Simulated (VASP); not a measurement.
Input for VASP

**INCAR**
```
SYSTEM = PbF2
PREC = Accurate
ENCUT = 520
EDIFF = 1E-6
NELM = 100
ALGO = Normal
LREAL = .FALSE.
LASPH = .TRUE.
ISMEAR = 0
SIGMA = 0.05
GGA = PE
LMAXMIX = 4
LWAVE = .FALSE.
LCHARG = .FALSE.
ISIF = 2
```

**KPOINTS**
```
Automatic mesh
0
Gamma
3 3 3
0 0 0
```

POSCAR:
```
PbF2
1
    0.0000000000     5.7246571800     5.7246571800
    5.7246571800     0.0000000000     5.7246571800
    5.7246571800     5.7246571800     0.0000000000
Pb F
1 2
Direct
  0.0000000000   0.0000000000   0.0000000000
  0.2500000000   0.2500000000   0.2500000000
  0.7500000000   0.7500000000   0.7500000000
```

POTCAR, in this order: Pb_d F (PBE.64 set). Program: vasp_std.

Question: Does this input run properly? What does VASP do?

Answer: There is a fault: the lattice was typed in bohr, and VASP reads ångström. The run ends without an error. Against the sound run, the energy per atom (σ→0) goes up by 3.010 eV/atom; the pressure goes up by 0.76 GPa; the band gap falls by 4.27 eV; the volume rises by 570 %.

File standard output:
```
...
DAV:   6    -0.736914570863E+01    0.79341E+01   -0.21068E+01   146   0.253E+01    0.455E+00
DAV:   7    -0.584620070284E+01    0.15229E+01   -0.42162E+00   154   0.654E+00    0.121E+01
DAV:   8    -0.100809705342E+02   -0.42348E+01   -0.72231E+01   144   0.231E+01    0.724E+00
DAV:   9    -0.871452605809E+01    0.13664E+01   -0.13144E+00   152   0.794E+00    0.750E+00
DAV:  10    -0.103220152491E+02   -0.16075E+01   -0.47547E-01   146   0.330E+00    0.893E+00
DAV:  11    -0.621125005740E+01    0.41108E+01   -0.17942E+00   144   0.601E+00    0.661E+00
DAV:  12    -0.215375776151E+02   -0.15326E+02   -0.12631E+02   144   0.118E+01    0.296E+01
DAV:  13    -0.358295255314E+02   -0.14292E+02   -0.35456E+00   200   0.609E+00    0.331E+01
DAV:  14    -0.327320306021E+02    0.30975E+01   -0.27295E-01   176   0.201E+00    0.325E+01
DAV:  15    -0.259683569033E+02    0.67637E+01   -0.74500E-01   144   0.306E+00    0.310E+01
DAV:  16    -0.875085415545E+01    0.17218E+02   -0.38181E+00   160   0.868E+00    0.279E+01
DAV:  17    -0.125637953097E+02   -0.38129E+01   -0.21731E+02   146   0.171E+01    0.941E+00
DAV:  18    -0.920861338866E+01    0.33552E+01   -0.13554E+00   144   0.592E+00    0.756E+00
DAV:  19    -0.571941462220E+01    0.34892E+01   -0.30094E+00   144   0.720E+00    0.379E+00
DAV:  20    -0.535956323267E+01    0.35985E+00   -0.55369E-01   176   0.221E+00    0.175E+00
DAV:  21    -0.539269151450E+01   -0.33128E-01   -0.43190E-02   152   0.665E-01    0.251E+00
DAV:  22    -0.585444284345E+01   -0.46175E+00   -0.47589E+00   148   0.158E+00    0.192E+01
DAV:  23    -0.133013991529E+02   -0.74470E+01   -0.17064E+02   182   0.248E+01    0.919E+00
DAV:  24    -0.697484726652E+01    0.63266E+01   -0.34332E+00   144   0.841E+00    0.647E+00
DAV:  25    -0.565295311777E+01    0.13219E+01   -0.12483E+00   152   0.492E+00    0.393E+00
DAV:  26    -0.534045396564E+01    0.31250E+00   -0.15155E+00   172   0.186E+00    0.323E+00
DAV:  27    -0.604888625144E+01   -0.70843E+00   -0.82795E+00   184   0.387E+00    0.492E+00
DAV:  28    -0.533715039779E+01    0.71174E+00   -0.83943E-01   144   0.213E+00    0.173E+00
DAV:  29    -0.532906919086E+01    0.80812E-02   -0.39603E-01   176   0.107E+00    0.235E+00
DAV:  30    -0.588087747620E+01   -0.55181E+00   -0.57820E+00   180   0.312E+00    0.470E+00
DAV:  31    -0.531895121692E+01    0.56193E+00   -0.85607E-01   144   0.187E+00    0.104E+00
DAV:  32    -0.531649776739E+01    0.24534E-02   -0.15199E-02   168   0.749E-01    0.682E-01
DAV:  33    -0.537649826683E+01   -0.60000E-01   -0.21640E-01   152   0.525E-01    0.263E+00
DAV:  34    -0.531292379353E+01    0.63574E-01   -0.32286E-01   146   0.583E-01    0.519E-01
DAV:  35    -0.541431858027E+01   -0.10139E+00   -0.77570E-01   184   0.906E-01    0.310E+00
DAV:  36    -0.532463891850E+01    0.89680E-01   -0.71350E-01   144   0.852E-01    0.211E+00
DAV:  37    -0.551605589108E+01   -0.19142E+00   -0.24020E+00   176   0.162E+00    0.378E+00
DAV:  38    -0.532808980947E+01    0.18797E+00   -0.10528E+00   144   0.123E+00    0.244E+00
DAV:  39    -0.549910084023E+01   -0.17101E+00   -0.24416E+00   192   0.158E+00    0.370E+00
DAV:  40    -0.534633549159E+01    0.15277E+00   -0.12553E+00   144   0.123E+00    0.380E+00
DAV:  41    -0.559498850601E+01   -0.24865E+00   -0.43987E+00   192   0.219E+00    0.409E+00
DAV:  42    -0.533450097425E+01    0.26049E+00   -0.13100E+00   144   0.149E+00    0.296E+00
DAV:  43    -0.546821371836E+01   -0.13371E+00   -0.24041E+00   200   0.153E+00    0.352E+00
DAV:  44    -0.536100203098E+01    0.10721E+00   -0.13309E+00   144   0.118E+00    0.473E+00
DAV:  45    -0.563606930280E+01   -0.27507E+00   -0.56376E+00   192   0.250E+00    0.420E+00
DAV:  46    -0.532439779901E+01    0.31167E+00   -0.12195E+00   144   0.154E+00    0.211E+00
DAV:  47    -0.537639560322E+01   -0.51998E-01   -0.10179E+00   192   0.977E-01    0.268E+00
DAV:  48    -0.535154221835E+01    0.24853E-01   -0.87851E-01   148   0.823E-01    0.409E+00
DAV:  49    -0.553678386408E+01   -0.18524E+00   -0.39065E+00   194   0.199E+00    0.386E+00
DAV:  50    -0.532405810328E+01    0.21273E+00   -0.10256E+00   168   0.136E+00    0.205E+00
DAV:  51    -0.537566475402E+01   -0.51607E-01   -0.98865E-01   192   0.935E-01    0.268E+00
DAV:  52    -0.532420661030E+01    0.51458E-01   -0.55405E-01   146   0.707E-01    0.200E+00
DAV:  53    -0.537392787710E+01   -0.49721E-01   -0.95743E-01   184   0.906E-01    0.266E+00
DAV:  54    -0.532388890989E+01    0.50039E-01   -0.54160E-01   144   0.709E-01    0.197E+00
DAV:  55    -0.536204597705E+01   -0.38157E-01   -0.81803E-01   184   0.817E-01    0.247E+00
DAV:  56    -0.531547571184E+01    0.46570E-01   -0.11598E-01   160   0.397E-01    0.793E-01
DAV:  57    -0.531552115402E+01   -0.45442E-04   -0.16304E-04   144   0.884E-02    0.779E-01
DAV:  58    -0.531921762569E+01   -0.36965E-02   -0.40865E-03   144   0.688E-02    0.112E+00
DAV:  59    -0.531417677451E+01    0.50409E-02   -0.85599E-03   184   0.876E-02    0.616E-01
DAV:  60    -0.531259349191E+01    0.15833E-02   -0.43674E-03   168   0.629E-02    0.235E-01
DAV:  61    -0.531253187099E+01    0.61621E-04   -0.90172E-05   144   0.330E-02    0.184E-01
DAV:  62    -0.531244882239E+01    0.83049E-04   -0.13969E-04   136   0.128E-02    0.114E-01
DAV:  63    -0.531240346953E+01    0.45353E-04   -0.16334E-04   130   0.117E-02    0.372E-02
DAV:  64    -0.531240404551E+01   -0.57598E-06   -0.49034E-06    96   0.748E-03
   1 F= -.53124040E+01 E0= -.53123496E+01  d E =-.108891E-03
```

**OUTCAR**
```
------------------------ aborting loop because EDIFF is reached ----------------------------------------
  FORCE on cell =-STRESS in cart. coord.  units (eV):
  Direction    XX          YY          ZZ          XY          YZ          ZX
  --------------------------------------------------------------------------------------
  Total       -2.8988731     -2.8988731     -2.8988731      0.0000000      0.0000000     -0.0000000
  in kB      -12.3783094    -12.3783094    -12.3783094      0.0000000      0.0000000     -0.0000000
  external PRESSURE =     -12.3783094 kB  Pullay stress =       0.0000000 kB
  volume of cell :      375.21
      direct lattice vectors                 reciprocal lattice vectors
     0.000000000  5.724657180  5.724657180    -0.087341475  0.087341475  0.087341475
     5.724657180  0.000000000  5.724657180     0.087341475 -0.087341475  0.087341475
     5.724657180  5.724657180  0.000000000     0.087341475  0.087341475 -0.087341475
 POSITION                                       TOTAL-FORCE (eV/Angst)
 -----------------------------------------------------------------------------------
      0.00000      0.00000      0.00000         0.000000      0.000000      0.000000
      2.86233      2.86233      2.86233         0.000000      0.000000      0.000000
      8.58699      8.58699      8.58699        -0.000000     -0.000000     -0.000000
 -----------------------------------------------------------------------------------
    total drift:                               -0.000000      0.000000      0.000000
  FREE ENERGIE OF THE ION-ELECTRON SYSTEM (eV)
  ---------------------------------------------------
  free  energy   TOTEN  =        -5.3124040455 eV

  energy  without entropy=       -5.3122951545  energy(sigma->0) =       -5.31234960
```
(Selected blocks of OUTCAR.)

To mend it, correct POSCAR, correct KPOINTS.
### POSCAR
```
PbF2
1
    0.0000000000     3.0294000000     3.0294000000
    3.0294000000     0.0000000000     3.0294000000
    3.0294000000     3.0294000000     0.0000000000
Pb F
1 2
Direct
  0.0000000000   0.0000000000   0.0000000000
  0.2500000000   0.2500000000   0.2500000000
  0.7500000000   0.7500000000   0.7500000000
```
### KPOINTS
```
Automatic mesh
0
Gamma
5 5 5
0 0 0
```
The mended run (PBE GGA, plane waves, VASP's PBE PAW potentials (set 64)) converges, and its OSZICAR ends with
```
   1 F= -.14342627E+02 E0= -.14342627E+02  d E =-.603211E-21
```

The compound is PbF2 in the fluorite structure, the β form. The cell was not relaxed at this level.
